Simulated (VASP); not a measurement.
Given:

```xyz
5
Lattice="3.7792 0.0000 0.0000 0.0000 3.7792 0.0000 0.0000 0.0000 3.7792" Properties=species:S:1:pos:R:3 pbc="T T T"
Sr     0.0000     0.0000     0.0000
V      1.8896     1.8896     1.8896
O      1.8896     0.0000     1.8896
O      0.0000     1.8896     1.8896
O      1.8896     1.8896     0.0000
```

Computed with LDA (Ceperley-Alder, Perdew-Zunger), VASP's LDA PAW potentials (set 64) (plane waves; VASP). Run with 620 eV cut-off, 8×8×8 Γ-centred mesh, first-order Methfessel-Paxton smearing of 0.10 eV, potentials Sr_sv V_sv O.

Q: What does the run give for the energy per atom (σ→0), band gap (on the k-mesh) with the smallest direct gap where there is one?

A: 
| Item | Result |
|---|---|
| band gap (on the k-mesh) | none (metal, semimetal or under 0.01 eV) |
| energy per atom (σ→0) | -8.738 eV/atom |

The absolute energy has meaning only against runs of the same code, potentials and settings.

The compound is SrVO3 in the cubic perovskite structure. It was relaxed first. The run is not spin-polarised, so no magnetic state was tried. The electron count is odd and the run is not spin-polarised, which forces a metal.
